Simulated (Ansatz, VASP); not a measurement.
## In2S in two plane-wave programs

One calculation is typed for both programs; each brings its own data sets. How far apart do they land? The cell is generated by rule, not measured, and may not be a known phase. The cell is taken from a series of runs on this material, whose earlier steps may have relaxed, scaled, displaced or heated it; both programs get it as it stands.

Method: plane waves, with VASP 6.6.1 beside it; relaxation of cell and atoms at PBEsol, in Ansatz 0.2.0.

**1. The starting structure**

The structure is cubic, space group Pn-3m (No. 224). The conventional cell has a = 6.282 Å, b = 6.282 Å, c = 6.282 Å, α = 90.00°, β = 90.00°, γ = 90.00°. Nearest to S lie 4 In at 2.72 Å. In has 2 S at 2.72 Å nearest. Farther neighbours and most contacts between anions are not listed.

Structure file:

```cif
data_structure
_symmetry_space_group_name_H-M 'Pn-3m:1'
_symmetry_Int_Tables_number 224
_cell_length_a 6.2816
_cell_length_b 6.2816
_cell_length_c 6.2816
_cell_angle_alpha 90.000
_cell_angle_beta 90.000
_cell_angle_gamma 90.000
_cell_volume 247.86
loop_
_atom_site_label
_atom_site_type_symbol
_atom_site_symmetry_multiplicity
_atom_site_Wyckoff_symbol
_atom_site_fract_x
_atom_site_fract_y
_atom_site_fract_z
_atom_site_occupancy
S1 S 2 a 0.00000 0.00000 0.00000 1
In1 In 4 b 0.25000 0.25000 0.25000 1
```

**2. VASP: relaxation of cell and atoms, PBEsol, pair 1**

The relaxed volume is the usual yardstick between codes: in a stiff, nearly cubic crystal its relative difference is about their pressure difference at one cell divided by the bulk modulus.

Lines of VASP's logs that name or quote its potential files are left out, and so is its time.

INCAR reads:

```
SYSTEM = In2S
PREC = Accurate
ENCUT = 500
EDIFF = 1E-07
NELM = 120
ISMEAR = 1
SIGMA = 0.2
LREAL = .FALSE.
ALGO = Normal
GGA = PS
NBANDS = 39
LORBIT = 11
LWAVE = .FALSE.
LCHARG = .FALSE.
ISIF = 3
IBRION = 2
NSW = 80
EDIFFG = -0.005
LASPH = .TRUE.
GGA_COMPAT = .FALSE.
NELMIN = 4
KPAR = 2
```

POSCAR reads:

```
In2S
1.0
    6.2815580000      0.0000000000      0.0000000000
    0.0000000000      6.2815580000      0.0000000000
    0.0000000000      0.0000000000      6.2815580000
S In
2 4
Direct
    0.0000000000      0.0000000000      0.0000000000
    0.5000000000      0.5000000000      0.5000000000
    0.2500000796      0.2500000796      0.2500000796
    0.7500000796      0.7500000796      0.2500000796
    0.7500000796      0.2500000796      0.7500000796
    0.2500000796      0.7500000796      0.7500000796
```

KPOINTS reads:

```
Automatic mesh
0
Gamma
6 6 6
0 0 0
```

Potentials, in the order of the species: S and In_d (PBE family, release 64).

Run with:

```sh
mpirun -np 2 vasp_std
```

Numbers of over 12 decimals in the logs are rounded to 6 here.

Output:

```text
[banner, memory and clock lines left out]
running    2 mpi-ranks, on    1 nodes
 distrk:  each k-point on    1 cores,    2 groups
 distr:  one band on    1 cores,    1 groups

 POSCAR found type information on POSCAR S In
 POSCAR found :  2 types and       6 ions
|                                                                             |
|               ----> ADVICE to this user running VASP <----                  |
|                                                                             |
|     You enforced a specific xc type in the INCAR file but a different       |
|     [... a line on the potential file left out ...]
|     I HOPE YOU KNOW WHAT YOU ARE DOING!                                     |
|                                                                             |

 LDA part: xc-table for (Slater+PW92), standard interpolation
 POSCAR, INCAR and KPOINTS ok, starting setup
 FFT: planning ... GRIDC
 FFT: planning ... GRID_SOFT
 FFT: planning ... GRID
 WAVECAR not read
 entering main loop
       N       E                     dE             d eps       ncg     rms          rms(c)
DAV:   1     0.590543491416E+03    0.59054E+03   -0.27864E+04  1560   0.168E+03
DAV:   2     0.580973471818E+02   -0.53245E+03   -0.51893E+03  1581   0.439E+02
DAV:   3    -0.151457968474E+02   -0.73243E+02   -0.69485E+02  1986   0.176E+02
DAV:   4    -0.198800906683E+02   -0.47343E+01   -0.46448E+01  1846   0.463E+01
DAV:   5    -0.200865094425E+02   -0.20642E+00   -0.20633E+00  2183   0.898E+00    0.116E+01
DAV:   6    -0.177736503446E+02    0.23129E+01   -0.51183E+00  2243   0.167E+01    0.721E+00
DAV:   7    -0.178713755659E+02   -0.97725E-01   -0.14708E+00  1720   0.415E+00    0.293E+00
DAV:   8    -0.178446025587E+02    0.26773E-01   -0.17082E-01  2339   0.210E+00    0.103E+00
DAV:   9    -0.178358715669E+02    0.87310E-02   -0.85188E-02  2081   0.172E+00    0.574E-01
DAV:  10    -0.178313350678E+02    0.45365E-02   -0.27404E-02  2122   0.104E+00    0.238E-01
DAV:  11    -0.178314624524E+02   -0.12738E-03   -0.63532E-03  1971   0.305E-01    0.224E-01
DAV:  12    -0.178295760235E+02    0.18864E-02   -0.44749E-03  2113   0.326E-01    0.585E-02
DAV:  13    -0.178296776271E+02   -0.10160E-03   -0.92036E-04  1749   0.132E-01    0.518E-02
DAV:  14    -0.178296887946E+02   -0.11167E-04   -0.60792E-05  2433   0.334E-02    0.680E-02
DAV:  15    -0.178296841295E+02    0.46650E-05   -0.95644E-05  1969   0.452E-02    0.343E-02
DAV:  16    -0.178296755171E+02    0.86124E-05   -0.20720E-05  1993   0.239E-02    0.262E-02
DAV:  17    -0.178296751310E+02    0.38615E-06   -0.27932E-06  1654   0.753E-03    0.158E-02
DAV:  18    -0.178296748364E+02    0.29455E-06   -0.22419E-07  1342   0.320E-03    0.105E-02
DAV:  19    -0.178296744073E+02    0.42914E-06   -0.20499E-07  1309   0.297E-03    0.632E-03
DAV:  20    -0.178296743206E+02    0.86700E-07   -0.10316E-07  1143   0.141E-03
   1 F= -.17829674E+02 E0= -.17831241E+02  d E =-.178297E+02
 curvature:   0.00 expect dE= 0.000E+00 dE for cont linesearch  0.000E+00
 trial: gam= 0.00000 g(F)=  0.313E-41 g(S)=  0.276E-04 ort = 0.000E+00 (trialstep = 0.100E+01)
 search vector abs. value=  0.276E-04
 bond charge predicted
       N       E                     dE             d eps       ncg     rms          rms(c)
DAV:   1    -0.178302092181E+02   -0.53481E-03   -0.12183E-02  1947   0.134E+00    0.136E-01
DAV:   2    -0.178297661835E+02    0.44303E-03   -0.12554E-03  1924   0.386E-01    0.459E-02
DAV:   3    -0.178297096430E+02    0.56540E-04   -0.15330E-04  1918   0.155E-01    0.193E-02
DAV:   4    -0.178296999962E+02    0.96468E-05   -0.33050E-05  2237   0.571E-02    0.105E-02
DAV:   5    -0.178296987242E+02    0.12720E-05   -0.17188E-06  1908   0.803E-03    0.757E-03
DAV:   6    -0.178296969116E+02    0.18126E-05   -0.48633E-07  1380   0.410E-03    0.340E-03
DAV:   7    -0.178296958146E+02    0.10970E-05   -0.24547E-07  1429   0.308E-03    0.894E-04
DAV:   8    -0.178296957656E+02    0.48985E-07   -0.49556E-08   990   0.246E-03
   2 F= -.17829696E+02 E0= -.17831272E+02  d E =-.214450E-04
 trial-energy change:   -0.000021  1 .order   -0.000024   -0.000028   -0.000020
 step:   3.4795(harm=  3.4795)  dis= 0.00000  next Energy=   -17.829722 (dE=-0.481E-04)
 reached required accuracy - stopping structural energy minimisation
```

From OUTCAR (step 2):

```text
ion  position               nearest neighbor table
   1  0.000  0.000  0.000-   4 2.72   5 2.72   6 2.72   3 2.72
   2  0.500  0.500  0.500-   3 2.72   4 2.72   5 2.72   6 2.72
   3  0.250  0.250  0.250-   2 2.72   1 2.72
   4  0.750  0.750  0.250-   1 2.72   2 2.72
   5  0.750  0.250  0.750-   1 2.72   2 2.72
   6  0.250  0.750  0.750-   1 2.72   2 2.72

  LATTYP: Found a simple cubic cell.
 ALAT       =     6.2815580000

 Subroutine GETGRP returns: Found 48 space group operations
 (whereof 24 operations were pure point group operations)

The static configuration has the point symmetry T_d .
 The point group associated with its full space group is O_h .

 Found     20 irreducible k-points:

   k-points           NKPTS =     20   k-points in BZ     NKDIM =     20   number of bands    NBANDS=     39

   dimension x,y,z NGX =    48 NGY =   48 NGZ =   48
   dimension x,y,z NGXF=    96 NGYF=   96 NGZF=   96

   ENCUT  =  500.0 eV  36.75 Ry    6.06 a.u.  11.45 11.45 11.45*2*pi/ulx,y,z

   NELECT =      64.0000    total number of electrons

 k-points in reciprocal lattice and weights: Automatic mesh
   0.00000000  0.00000000  0.00000000       0.005
   0.16666667  0.00000000  0.00000000       0.028
   0.33333333  0.00000000  0.00000000       0.028
   0.50000000  0.00000000  0.00000000       0.014
   0.16666667  0.16666667  0.00000000       0.056
   0.33333333  0.16666667  0.00000000       0.111
   0.50000000  0.16666667  0.00000000       0.056
   0.33333333  0.33333333  0.00000000       0.056
   0.50000000  0.33333333  0.00000000       0.056
[...]
0.50000000  0.50000000  0.33333333       0.028
   0.50000000  0.50000000  0.50000000       0.005

 average (electrostatic) potential at core
       1 -88.9151       2 -88.9151       3 -98.6371       4 -98.6371       5 -98.6371
       6 -98.6371

 E-fermi :   2.2708

 k-point     1 :       0.0000    0.0000    0.0000
  band No.  band energies     occupation
    ...
     27      -0.9058      2.00000
     28      -0.9058      2.00000
     29      -0.9058      2.00000
     30       1.7548      2.00161
     31       1.7548      2.00161
     32       2.5340     -0.06864
     33       2.5340     -0.06864
     34       2.5340     -0.06864
     35       4.6036     -0.00000
     36       4.6036     -0.00000
    ...

 k-point     2 :       0.1667    0.0000    0.0000
  band No.  band energies     occupation
    ...
     27      -0.9131      2.00000
     28      -0.9131      2.00000
     29      -0.5075      2.00000
     30       1.8637      2.01425
     31       1.9960      2.06536
     32       2.3438      0.42519
     33       2.4160      0.06258
     34       2.4160      0.06258
     35       4.1694     -0.00000
     36       4.6242     -0.00000
    ...

 k-point     3 :       0.3333    0.0000    0.0000
  band No.  band energies     occupation
    ...
     29       0.2264      2.00000
     30       1.7605      2.00183
     31       2.1868      1.64567
     32       2.2272      1.35893
     33       2.2272      1.35893
     34       2.7117     -0.00782
     35       3.4053     -0.00000
     36       4.4959     -0.00000
     37       4.4959     -0.00000
     38       4.6890     -0.00000
    ...

  Total        0.0241259      0.0241259      0.0241259      0.0000000      0.0000000     -0.0000000
  in kB        0.1558253      0.1558253      0.1558253      0.0000000      0.0000000     -0.0000000
  external PRESSURE =       0.1558253 kB  Pullay stress =       0.0000000 kB

  energy-cutoff  :      500.00
  volume of cell :      248.06
      direct lattice vectors                 reciprocal lattice vectors
     6.283267954  0.000000000  0.000000000     0.159152850  0.000000000  0.000000000
    -0.000000000  6.283267954 -0.000000000    -0.000000000  0.159152850  0.000000000
    -0.000000000 -0.000000000  6.283267954    -0.000000000  0.000000000  0.159152850

 POSITION                                       TOTAL-FORCE (eV/Angst)
 -----------------------------------------------------------------------------------
     -0.00000     -0.00000      6.28327        -0.000000      0.000000     -0.000000
      3.14163      3.14163      3.14163        -0.000000      0.000000     -0.000000
      1.57082      1.57082      1.57082         0.000000      0.000000      0.000000
      4.71245      4.71245      1.57082        -0.000000     -0.000000      0.000000
      4.71245      1.57082      4.71245        -0.000000     -0.000000     -0.000000
      1.57082      4.71245      4.71245         0.000000      0.000000      0.000000
 -----------------------------------------------------------------------------------
    total drift:                               -0.000982     -0.000982     -0.000982

  FREE ENERGIE OF THE ION-ELECTRON SYSTEM (eV)
  ---------------------------------------------------
  free  energy   TOTEN  =       -17.8296957656 eV

  energy  without entropy=      -17.8344235252  energy(sigma->0) =      -17.83127169

 reached required accuracy - stopping structural energy minimisation

 total charge
# of ion       s       p       d       tot
------------------------------------------
    1        1.372   2.281   0.000   3.653
    2        1.372   2.281   0.000   3.653
    3        1.101   0.286   9.860  11.248
    4        1.101   0.286   9.860  11.248
    5        1.101   0.286   9.860  11.248
    6        1.101   0.286   9.860  11.248
--------------------------------------------------
tot          7.150   5.707  39.440  52.298

[... 3 further parts left out ...]
```

CONTCAR:

```
In2S
   1.00000000000000
     6.2832679541476244    0.0000000000000000    0.0000000000000000
    -0.0000000000000000    6.2832679541476244   -0.0000000000000000
    -0.0000000000000000   -0.0000000000000000    6.2832679541476244
  S               In
     2     4
Direct
     0.0000000000000000    0.0000000000000000    1.0000000000000000
     0.5000000000000000    0.5000000000000000    0.5000000000000000
     0.2500000795999995    0.2500000795999995    0.2500000795999995
     0.7500000795999995    0.7500000795999995    0.2500000795999995
     0.7500000795999995    0.2500000795999995    0.7500000795999995
     0.2500000795999995    0.7500000795999995    0.7500000795999995
```

The k-mesh is coarse for a metal.

(Continued in part 2 of 2.)

[Lines on the potential files, build, host, timing and source positions are cut from VASP's logs without a mark.]

[Logs are printed without paths, hosts, clocks, repeated set-up lines and the standing remarks that a program may print on its own settings, such as how far it seeks lower states.]

[Hosts, paths, dates, database ids (printed as entryN), source tags and the programs' standing remarks are cut or masked in the printed files.]
